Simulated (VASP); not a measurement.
Level of theory: PBE GGA, VASP's PBE PAW potentials (set 64) (plane waves; VASP 6.6.1).

VASP ran on this input.

KPOINTS:
```
Automatic mesh
0
Gamma
12 12 7
0 0 0
```

### POSCAR
```
AlN
4.9264540
  0.6236026968   0.0000000000   0.0000000000
 -0.3118015514   0.5400557886   0.0000000000
  0.0000000000   0.0000000000   1.0000000000
Al N
2 2
Cartesian
  0.3118015925   0.1800184162   0.4992900000
 -0.0000004471   0.3600373724   0.9992900000
  0.3118015925   0.1800184162   0.8807100000
 -0.0000004471   0.3600373724   0.3807100000
```

**INCAR**
```
ISMEAR = 0
LASPH = .TRUE.   # aspherical one-centre terms
PREC = Accurate
ENCUT = 400
ISIF = 2   # forces and stress, cell fixed
SIGMA = 0.01   # width (eV)
ALGO = Normal   # blocked Davidson
NELM = 100
GGA = PE   # PBE
LWAVE = .FALSE.
LREAL = .FALSE.
EDIFF = 1E-6
LCHARG = .FALSE.
SYSTEM = AlN
```

POTCAR, in this order: Al N (PBE.64 set). Program: vasp_std.

The run wrote:

File OSZICAR:
```
       N       E                     dE             d eps       ncg     rms          rms(c)
DAV:   1     0.412680136446E+02    0.41268E+02   -0.66085E+03  1832   0.968E+02
DAV:   2    -0.312173147607E+02   -0.72485E+02   -0.66838E+02  2568   0.199E+02
DAV:   3    -0.345193805336E+02   -0.33021E+01   -0.32907E+01  2372   0.466E+01
DAV:   4    -0.345428262038E+02   -0.23446E-01   -0.23442E-01  2064   0.461E+00
DAV:   5    -0.345431398469E+02   -0.31364E-03   -0.31364E-03  2364   0.537E-01    0.124E+01
DAV:   6    -0.297073628214E+02    0.48358E+01   -0.16748E+01  2152   0.305E+01    0.445E+00
DAV:   7    -0.297065848581E+02    0.77796E-03   -0.62520E-01  2084   0.603E+00    0.305E+00
DAV:   8    -0.297007829901E+02    0.58019E-02   -0.72096E-02  2044   0.264E+00    0.486E-01
DAV:   9    -0.296962262049E+02    0.45568E-02   -0.18793E-02  2296   0.101E+00    0.242E-01
DAV:  10    -0.296967325051E+02   -0.50630E-03   -0.20556E-03  2164   0.347E-01    0.140E-01
DAV:  11    -0.296966659653E+02    0.66540E-04   -0.19091E-04  2128   0.105E-01    0.336E-02
DAV:  12    -0.296966672853E+02   -0.13201E-05   -0.58893E-06  1984   0.241E-02    0.649E-03
DAV:  13    -0.296966669076E+02    0.37769E-06   -0.52734E-06  2156   0.168E-02
   1 F= -.29696667E+02 E0= -.29696667E+02  d E =-.237382E-45
```

### OUTCAR
```
------------------------ aborting loop because EDIFF is reached ----------------------------------------
  FORCE on cell =-STRESS in cart. coord.  units (eV):
  Direction    XX          YY          ZZ          XY          YZ          ZX
  --------------------------------------------------------------------------------------
  Total        2.1143618      2.1143619      1.9165322     -0.0000008      0.0000000      0.0000000
  in kB       84.1278887     84.1278922     76.2564885     -0.0000316      0.0000000      0.0000000
  external PRESSURE =      81.5040898 kB  Pullay stress =       0.0000000 kB
  volume of cell :       40.27
      direct lattice vectors                 reciprocal lattice vectors
     3.072150000  0.000000000  0.000000000     0.325504940  0.187930483  0.000000000
    -1.536076000  2.660560000  0.000000000     0.000000000  0.375860721  0.000000000
     0.000000000  0.000000000  4.926454000     0.000000000  0.000000000  0.202985758
  FREE ENERGIE OF THE ION-ELECTRON SYSTEM (eV)
  ---------------------------------------------------
  free  energy   TOTEN  =       -29.6966669076 eV

  energy  without entropy=      -29.6966669076  energy(sigma->0) =      -29.69666691
```
(Selected blocks of OUTCAR.)

At this cut-off the stress carries a Pulay error, which pulls relaxed volumes low.

The structure comes from a computed database's AlN entry; how it stands against other phases isn't given here. The cell was not relaxed at this level, and its volume differs by -5.9 % from the start's.
